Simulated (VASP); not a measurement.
# BaIBr in VASP: a series of runs

Runs on BaIBr. Level: PBE. Tasks: single point.

Everything below comes from runs of VASP 6.6.1. Logs are shortened: lines on timing, memory, paths and dates and some standing lists are left out, and cuts for length are marked.

## 1. The structure

The cell holds a sheet with vacuum, 3 atoms: a = 4.205 Å, b = 4.205 Å, c = 31.062 Å, α = 90.00°, β = 90.00°, γ = 90.00°.

The cell was built by a generator and needn't be a form met in nature.

## 2. Single point, PBE

INCAR reads:

```
PREC = Accurate ; ENCUT = 520
EDIFF = 1E-6 ; ISMEAR = 0
SIGMA = 0.02 ; LREAL = False
LASPH = True ; NELM = 100
ALGO = Normal ; ISIF = 2
LWAVE = False ; LCHARG = False
LDIPOL = True ; IDIPOL = 3
DIPOL = 0.5 0.5 0.291 ; GGA = PE
NBANDS = 19
```

KPOINTS reads:

```
Automatic mesh
0
Gamma
  6 6 1
```

POSCAR reads:

```
BaIBr
1.0
    4.2049792892      0.0000000000      0.0000000000
    0.0000000000      4.2049792892      0.0000000000
    0.0000000000      0.0000000000     31.0622224000
Ba I Br
1 1 1
Direct
    0.0000000000      0.0000000000      0.2945418188
    0.5000000000      0.5000000000      0.2294128561
    0.5000000000      0.5000000000      0.3489384359
```

Potentials or basis: VASP PAW PBE potentials, release 64 (Ba_sv, I, Br).

Started as:

```bash
> cat potpaw_PBE.64/Ba_sv/POTCAR potpaw_PBE.64/I/POTCAR potpaw_PBE.64/Br/POTCAR > POTCAR
> mpirun -np 1 vasp_std > vasp.out
```

OUTCAR:

```text
PREC = Accurate
   ENCUT = 520
   EDIFF = 1E-6
   ISMEAR = 0
   LREAL = False
   LASPH = True
   NELM = 100
   ISIF = 2
   GGA = PE

 ion  position               nearest neighbor table
   1  0.000  0.000  0.295-   3 3.42   3 3.42   3 3.42   3 3.42   2 3.60   2 3.60   2 3.60   2 3.60

   2  0.500  0.500  0.229-   1 3.60   1 3.60   1 3.60   1 3.60
   3  0.500  0.500  0.349-   1 3.42   1 3.42   1 3.42   1 3.42

  LATTYP: Found a simple tetragonal cell.
 ALAT       =     4.2049792892
 C/A-ratio  =     7.3870096054

  Lattice vectors:

 A1 = (   4.2049792892,   0.0000000000,   0.0000000000)
 A2 = (   0.0000000000,   4.2049792892,   0.0000000000)
 A3 = (   0.0000000000,   0.0000000000,  31.0622224000)

Analysis of symmetry for initial positions (statically):
=====================================================================
 Subroutine PRICEL returns:
 Original cell was already a primitive cell.

 Routine SETGRP: Setting up the symmetry group for a
 simple tetragonal supercell.

 Subroutine GETGRP returns: Found  8 space group operations
 (whereof  8 operations were pure point group operations)
 out of a pool of 16 trial point group operations.

The static configuration has the point symmetry C_4v.

Analysis of symmetry for dynamics (positions and initial velocities):
=====================================================================
 Subroutine PRICEL returns:
 Original cell was already a primitive cell.

 Routine SETGRP: Setting up the symmetry group for a
 simple tetragonal supercell.

 Subroutine GETGRP returns: Found  8 space group operations
 (whereof  8 operations were pure point group operations)
 out of a pool of 16 trial point group operations.

The dynamic configuration has the point symmetry C_4v.

 Subroutine INISYM returns: Found  8 space group operations
 (whereof  8 operations are pure point group operations),
 and found     1 'primitive' translations

----------------------------------------------------------------------------------------

                                     Primitive cell

  volume of cell :     549.2376

  direct lattice vectors                    reciprocal lattice vectors
     4.204979289  0.000000000  0.000000000     0.237813300  0.000000000  0.000000000
     0.000000000  4.204979289  0.000000000     0.000000000  0.237813300  0.000000000
     0.000000000  0.000000000 31.062222400     0.000000000  0.000000000  0.032193447

  length of vectors
     4.204979289  4.204979289 31.062222400     0.237813300  0.237813300  0.032193447

  position of ions in fractional coordinates (direct lattice)
     0.000000000  0.000000000  0.294541819
     0.500000000  0.500000000  0.229412856
     0.500000000  0.500000000  0.348938436

  ion indices of the primitive-cell ions
   primitive index   ion index
                 1           1
                 2           2
                 3           3

----------------------------------------------------------------------------------------

 KPOINTS: Automatic mesh

Automatic generation of k-mesh.
 Grid dimensions read from file:
 generate k-points for:    6    6    1

 Generating k-lattice:

  Cartesian coordinates                     Fractional coordinates (reciprocal lattice)
     0.039635550  0.000000000  0.000000000     0.166666667  0.000000000  0.000000000
     0.000000000  0.039635550  0.000000000     0.000000000  0.166666667  0.000000000
     0.000000000  0.000000000  0.032193447     0.000000000  0.000000000  1.000000000

  Length of vectors
     0.039635550  0.039635550  0.032193447

  Shift w.r.t. Gamma in fractional coordinates (k-lattice)
     0.000000000  0.000000000  0.000000000

 Subroutine IBZKPT returns following result:
 ===========================================

 Found     10 irreducible k-points:

 Following reciprocal coordinates:
            Coordinates               Weight
  0.000000  0.000000  0.000000      1.000000
  0.166667  0.000000  0.000000      4.000000
  0.333333  0.000000  0.000000      4.000000
  0.500000  0.000000  0.000000      2.000000
  0.166667  0.166667  0.000000      4.000000
  0.333333  0.166667  0.000000      8.000000
  0.500000  0.166667  0.000000      4.000000
  0.333333  0.333333  0.000000      4.000000
  0.500000  0.333333  0.000000      4.000000
  0.500000  0.500000  0.000000      1.000000
   k-points           NKPTS =     10   k-points in BZ     NKDIM =     10   number of bands    NBANDS=     19
   number of dos      NEDOS =    301   number of ions     NIONS =      3
   total plane-waves  NPLWV = 245760
   dimension x,y,z NGX =    32 NGY =   32 NGZ =  240
   dimension x,y,z NGXF=    64 NGYF=   64 NGZF=  480
   ions per type =               1   1   1
   NGX,Y,Z   is equivalent  to a cutoff of  12.65, 12.65, 12.84 a.u.
   NGXF,Y,Z  is equivalent  to a cutoff of  25.30, 25.30, 25.69 a.u.
 SYSTEM =  unknown system
   PREC   = accura    normal or accurate (medium, high low for compatibility)
   ISTART =      0    job   : 0-new  1-cont  2-samecut
   ICHARG =      2    charge: 1-file 2-atom 10-const
   ISPIN  =      1    spin polarized calculation?
   LNONCOLLINEAR =      F non collinear calculations
   LSORBIT =      F    spin-orbit coupling
   LASPH  =      T    aspherical Exc in radial PAW
   ENCUT  =  520.0 eV  38.22 Ry    6.18 a.u.   7.82  7.82 57.76*2*pi/ulx,y,z
   NELM   =    100;   NELMIN=  2; NELMDL= -5     # of ELM steps
   EDIFF  = 0.1E-05   stopping-criterion for ELM
   LREAL  =      F    real-space projection
   EDIFFG = 0.1E-04   stopping-criterion for IOM
   NSW    =      0    number of steps for IOM
   IBRION =     -1    ionic relax: 0-MD 1-quasi-New 2-CG
   NFREE  =      0    steps in history (QN), initial steepest desc. (CG)
   ISIF   =      2    stress and relaxation
   ISYM   =      2    0-nonsym 1-usesym 2-fastsym
   POTIM  = 0.5000    time-step for ionic-motion
   TEBEG  =    0.0;   TEEND  =   0.0 temperature during run
   PSTRESS=    0.0 pullay stress
   NELECT =      24.0000    total number of electrons
   NUPDOWN=      -1.0000    fix difference up-down
   EMIN   =  10.00;   EMAX   =-10.00  energy-range for DOS
   EFERMI =   0.00;   METHOD = LEGACY
   ISMEAR =     0;   SIGMA  =   0.02  broadening in eV -4-tet -1-fermi 0-gaus
   EFERMI_NEDOS =   21; number of points for ismear=-14 and -15
   IALGO  =     38    algorithm
   IMIX   =      4    mixing-type and parameters
     AMIX     =   0.40;   BMIX     =  1.00
     AMIX_MAG =   1.60;   BMIX_MAG =  1.00
  volume/ion in A,a.u.               =     183.08      1235.48
  Fermi-wavevector in a.u.,A,eV,Ry     =   0.576623  1.089659  4.523854  0.332494
  Thomas-Fermi vector in A             =   1.619197
   LORBIT       =      0    0 simple, 1 ext, 2 COOP (PROOUT), +10 PAW based schemes
   GGA     = PE    functional components
   LHFCALC =     F    Hartree Fock is set to
   AEXX    =    0.0000 exact exchange contribution
   IVDW    =     0    specifies the selected vdW correction
   LEPSILON=     F    determine dielectric tensor
   LRPA    =     F    only Hartree local field effects (RPA)
 non-spin polarized calculation
 Gauss-broadening in eV      SIGMA  =   0.02
  energy-cutoff  :      520.00
  volume of cell :      549.24
 maximum number of plane-waves:     14846
 NGX is ok and might be reduce to    32
   NGX = 15   NGY = 15   NGZ =115

 dipolmoment           0.000000      0.000000      0.002657 electrons x Angstroem

 number of electron      23.9999998 magnetization

 dipolmoment           0.000000      0.000000     -0.020500 electrons x Angstroem

 Free energy of the ion-electron system (eV)
  ---------------------------------------------------
  ext. energy  EPLUGINS =         0.00000000
  ---------------------------------------------------
  free energy    TOTEN  =       -10.62079781 eV

  energy without entropy =      -10.62079781  energy(sigma->0) =      -10.62079781

 E-fermi :  -4.7339     XC(G=0):  -2.1137

 val. band max:       -4.8989918555   @ k =   0.5000   0.0000   0.0000
 cond. band min:      -2.6426024055   @ k =   0.0000   0.0000   0.0000
 fundamental gap:      2.2563894500
 Fermi energy:        -4.7338867183

 k-point     1 :       0.0000    0.0000    0.0000
  band No.  band energies     occupation
      1     -31.8665      2.00000
      2     -18.4829      2.00000
      3     -17.0649      2.00000
      4     -16.8818      2.00000
      5     -16.8818      2.00000
      6     -15.5918      2.00000
[... 11 lines left out ...]
     18       1.4324      0.00000
     19       1.5278      0.00000

 k-point     2 :       0.1667    0.0000    0.0000
  band No.  band energies     occupation
      1     -31.8587      2.00000
      2     -18.4880      2.00000
      3     -17.1851      2.00000
      4     -16.8673      2.00000
      5     -16.8144      2.00000
      6     -15.5659      2.00000
[... 11 lines left out ...]
     18       1.1931      0.00000
     19       1.4771      0.00000

 k-point     3 :       0.3333    0.0000    0.0000
  band No.  band energies     occupation
      1     -31.8430      2.00000
      2     -18.5307      2.00000
      3     -17.2169      2.00000
      4     -16.8617      2.00000
      5     -16.8380      2.00000
      6     -15.4977      2.00000
[... 11 lines left out ...]
     18       1.0283      0.00000
     19       1.8834      0.00000

 k-point     4 :       0.5000    0.0000    0.0000
  band No.  band energies     occupation
      1     -31.8351      2.00000
      2     -18.5680      2.00000
      3     -17.1032      2.00000
      4     -17.0017      2.00000
      5     -16.8232      2.00000
      6     -15.4557      2.00000
[... 99 lines left out ...]
     18       1.4599      0.00000
     19       2.3902      0.00000

 k-point     9 :       0.5000    0.3333    0.0000
  band No.  band energies     occupation
      1     -31.8136      2.00000
      2     -18.3185      2.00000
      3     -17.2020      2.00000
      4     -17.1599      2.00000
      5     -16.9472      2.00000
      6     -15.4804      2.00000
[... 11 lines left out ...]
     18       2.6448      0.00000
     19       2.9375      0.00000

 k-point    10 :       0.5000    0.5000    0.0000
  band No.  band energies     occupation
      1     -31.8064      2.00000
      2     -18.2103      2.00000
      3     -17.2646      2.00000
      4     -17.2646      2.00000
      5     -16.9287      2.00000
      6     -15.4835      2.00000
[... 11 lines left out ...]
     18       2.5962      0.00000
     19       2.5962      0.00000

------------------------ aborting loop because EDIFF is reached ----------------------------------------

 vacuum level on the upper side and lower side of the slab       (xc-potential included)        -0.176        -0.009

  FORCE on cell =-STRESS in cart. coord.  units (eV):
  Direction    XX          YY          ZZ          XY          YZ          ZX
  --------------------------------------------------------------------------------------
  -------------------------------------------------------------------------------------
  Total        0.2769581      0.2769581      0.2011952      0.0000000      0.0000000      0.0000000
  in kB        0.8079126      0.8079126      0.5869051      0.0000000      0.0000000      0.0000000
  external PRESSURE =       0.7342434 kB  Pullay stress =       0.0000000 kB

 VOLUME and BASIS-vectors are now :
 -----------------------------------------------------------------------------
  energy-cutoff  :      520.00
  volume of cell :      549.24
      direct lattice vectors                 reciprocal lattice vectors
     4.204979289  0.000000000  0.000000000     0.237813300  0.000000000  0.000000000
     0.000000000  4.204979289  0.000000000     0.000000000  0.237813300  0.000000000
     0.000000000  0.000000000 31.062222400     0.000000000  0.000000000  0.032193447

 POSITION                                       TOTAL-FORCE (eV/Angst)
 -----------------------------------------------------------------------------------
      0.00000      0.00000      9.14912         0.000000     -0.000000      0.010184
      2.10249      2.10249      7.12607         0.000000     -0.000000     -0.059521
      2.10249      2.10249     10.83880         0.000000      0.000000      0.049337
 -----------------------------------------------------------------------------------
    total drift:                                0.000000     -0.000000      0.000101

  FREE ENERGIE OF THE ION-ELECTRON SYSTEM (eV)
  ---------------------------------------------------
  free  energy   TOTEN  =       -10.6207978124 eV

  energy  without entropy=      -10.6207978124  energy(sigma->0) =      -10.62079781

 vacuum level on the upper side and lower side of the slab         1.579         1.789
```

Wall time 98 s (1 thread of AMD EPYC 9R45 (Zen 5), shared host); peak memory 0.56 GiB.

Results:

```yaml
Free_energy: -10.6208 eV
Largest_force: 0.060 eV/Å
Band_gap_on_the_k_mesh: 2.26 eV, indirect (least direct gap 2.41 eV)
```

Forces in eV/Å, atoms in the order of the input:
```
Ba   0.000  0.000  0.010
I    0.000  0.000 -0.060
Br   0.000  0.000  0.049
```

Caveat: spin-orbit coupling is left out, which moves the levels of the heavy elements.

## 3. Single point, PBE

INCAR reads:

```
ALGO = Normal
DIPOL = 0.5 0.5 0.291
EDIFF = 1E-6
ENCUT = 520
GGA = PE
IDIPOL = 3
ISIF = 2
ISMEAR = 0
LASPH = True
LCHARG = False
LDIPOL = True
LREAL = False
LWAVE = False
NBANDS = 19
NELM = 100
PREC = Accurate
SIGMA = 0.02
```

KPOINTS reads:

```
k-points
0
Gamma
  6 6 1
```

POSCAR is that of step 2.

Potentials or basis: VASP PAW PBE potentials, release 64 (Ba_sv, I, Br).

Started as:

```bash
> cat potpaw_PBE.64/Ba_sv/POTCAR potpaw_PBE.64/I/POTCAR potpaw_PBE.64/Br/POTCAR > POTCAR
> mpirun -np 1 vasp_std > vasp.out
```

It took 100 s on 1 thread of AMD EPYC 9R45 (Zen 5), shared host; peak memory 0.56 GiB.

Results (log left out):

- Free energy: -10.6208 eV
- Largest force: 0.060 eV/Å
- Band gap on the k mesh: 2.26 eV, indirect (least direct gap 2.41 eV)

Forces in eV/Å, atoms in the order of the input:
```
Ba   0.000  0.000  0.010
I    0.000  0.000 -0.060
Br   0.000  0.000  0.049
```

Levels at points of the mesh, in eV from the valence-band top:
| k point | band 10 | band 11 | band 12 | band 13 | band 14 | band 15 |
| --- | --- | --- | --- | --- | --- | --- |
| (0.00, 0.00, 0.00) | -0.47 | -0.16 | -0.16 | 2.26 | 4.10 | 4.46 |
| (0.50, 0.00, 0.00) | -1.35 | -0.42 | 0.00 | 3.13 | 4.40 | 5.10 |
| (0.50, 0.50, 0.00) | -1.53 | -1.53 | -0.11 | 4.27 | 5.73 | 5.79 |

Caveat: spin-orbit coupling is left out, which moves the levels of the heavy elements.

## 4. Single point, PBE

This run uses another cell than the first one, of 90.14 Å³/atom, 0.492 times its volume.

INCAR reads:

```
SYSTEM = BaIBr
PREC     = Accurate       ! precision mode
ENCUT    = 520            ! plane-wave cutoff, eV
EDIFF    = 1E-6           ! SCF threshold, eV
ISMEAR   = 0              ! smearing method
SIGMA    = 0.1            ! smearing width, eV
LREAL    = .FALSE.        ! projectors in reciprocal space
LASPH    = .TRUE.         ! aspherical terms in the spheres
NELM     = 100            ! most SCF steps
ALGO     = Fast           ! electronic algorithm
ISIF     = 2              ! what is computed and relaxed
LWAVE    = .FALSE.        ! write WAVECAR
LCHARG   = .FALSE.        ! write CHGCAR
LDIPOL   = .TRUE.       
IDIPOL   = 3            
DIPOL    = 0.5 0.5 0.502
GGA      = PE             ! functional
NBANDS   = 19             ! bands
```

KPOINTS reads:

```
Automatic mesh
0
G
  4 4 1
  0 0 0
```

POSCAR reads:

```
BaIBr
1.0
    3.8760495400      0.0000000000      0.0000000000
    0.0000000000      3.8760495400      0.0000000000
    0.0000000000      0.0000000000     18.0000000000
Ba I Br
1 1 1
Direct
    0.0000000000      0.0000000000      0.5063333300
    0.5000000000      0.5000000000      0.3991358000
    0.5000000000      0.5000000000      0.6008642000
```

Potentials or basis: VASP PAW PBE potentials, release 64 (Ba_sv, I, Br).

Started as:

```bash
> cat potpaw_PBE.64/Ba_sv/POTCAR potpaw_PBE.64/I/POTCAR potpaw_PBE.64/Br/POTCAR > POTCAR
> mpirun -np 1 vasp_std > vasp.out
```

OUTCAR:

```text
SYSTEM = BaIBr
   PREC = Accurate
   ENCUT = 520
   EDIFF = 1E-6
   ISMEAR = 0
   LREAL = .FALSE.
   LASPH = .TRUE.
   NELM = 100
   ISIF = 2
   GGA = PE

 ion  position               nearest neighbor table
   1  0.000  0.000  0.506-   3 3.23   3 3.23   3 3.23   3 3.23   2 3.35   2 3.35   2 3.35   2 3.35

   2  0.500  0.500  0.399-   1 3.35   1 3.35   1 3.35   1 3.35
   3  0.500  0.500  0.601-   1 3.23   1 3.23   1 3.23   1 3.23

  LATTYP: Found a simple tetragonal cell.
 ALAT       =     3.8760495400
 C/A-ratio  =     4.6439034936

  Lattice vectors:

 A1 = (   3.8760495400,   0.0000000000,   0.0000000000)
 A2 = (   0.0000000000,   3.8760495400,   0.0000000000)
 A3 = (   0.0000000000,   0.0000000000,  18.0000000000)

Analysis of symmetry for initial positions (statically):
=====================================================================
 Subroutine PRICEL returns:
 Original cell was already a primitive cell.

 Routine SETGRP: Setting up the symmetry group for a
 simple tetragonal supercell.

 Subroutine GETGRP returns: Found  8 space group operations
 (whereof  8 operations were pure point group operations)
[... 156 lines left out ...]
 fundamental gap:      1.7621447343
 Fermi energy:        -2.5971423057

 k-point     1 :       0.0000    0.0000    0.0000
  band No.  band energies     occupation
      1     -29.7450      2.00000
      2     -17.1557      2.00000
      3     -15.5186      2.00000
      4     -14.6807      2.00000
      5     -14.6807      2.00000
      6     -13.7065      2.00000
[... 109 lines left out ...]
      6     -14.0130      2.00000
[... 11 lines left out ...]
     18       5.0115      0.00000
     19       5.0115      0.00000

------------------------ aborting loop because EDIFF is reached ----------------------------------------

 vacuum level on the upper side and lower side of the slab       (xc-potential included)        -0.079        -0.170

  FORCE on cell =-STRESS in cart. coord.  units (eV):
  Direction    XX          YY          ZZ          XY          YZ          ZX
  --------------------------------------------------------------------------------------
  -------------------------------------------------------------------------------------
  Total        5.6265255      5.6265255      3.2268358      0.0000000      0.0000000      0.0000000
  in kB       33.3349438     33.3349438     19.1177291      0.0000000      0.0000000      0.0000000
  external PRESSURE =      28.5958722 kB  Pullay stress =       0.0000000 kB

 VOLUME and BASIS-vectors are now :
 -----------------------------------------------------------------------------
  energy-cutoff  :      520.00
  volume of cell :      270.43
      direct lattice vectors                 reciprocal lattice vectors
     3.876049540  0.000000000  0.000000000     0.257994639  0.000000000  0.000000000
     0.000000000  3.876049540  0.000000000     0.000000000  0.257994639  0.000000000
     0.000000000  0.000000000 18.000000000     0.000000000  0.000000000  0.055555556

 POSITION                                       TOTAL-FORCE (eV/Angst)
 -----------------------------------------------------------------------------------
      0.00000      0.00000      9.11400         0.000000      0.000000      0.432659
      1.93802      1.93802      7.18444         0.000000     -0.000000     -1.092618
      1.93802      1.93802     10.81556         0.000000      0.000000      0.659959
 -----------------------------------------------------------------------------------
    total drift:                                0.000000      0.000000     -0.000106

  FREE ENERGIE OF THE ION-ELECTRON SYSTEM (eV)
  ---------------------------------------------------
  free  energy   TOTEN  =       -10.1150769978 eV

  energy  without entropy=      -10.1150769978  energy(sigma->0) =      -10.11507700

 vacuum level on the upper side and lower side of the slab         3.298         3.163
```

Wall time 37 s (1 thread of AMD EPYC 9R45 (Zen 5), shared host); peak memory 0.34 GiB.

Results:

```
Free energy            : -10.1151 eV
Largest force          : 1.093 eV/Å
Band gap on the k mesh : 1.76 eV, indirect (least direct gap 1.94 eV)
```

Forces in eV/Å, atoms in the order of the input:
```
Ba   0.000  0.000  0.433
I    0.000  0.000 -1.093
Br   0.000  0.000  0.660
```

Caveat: spin-orbit coupling is left out, which moves the levels of the heavy elements.
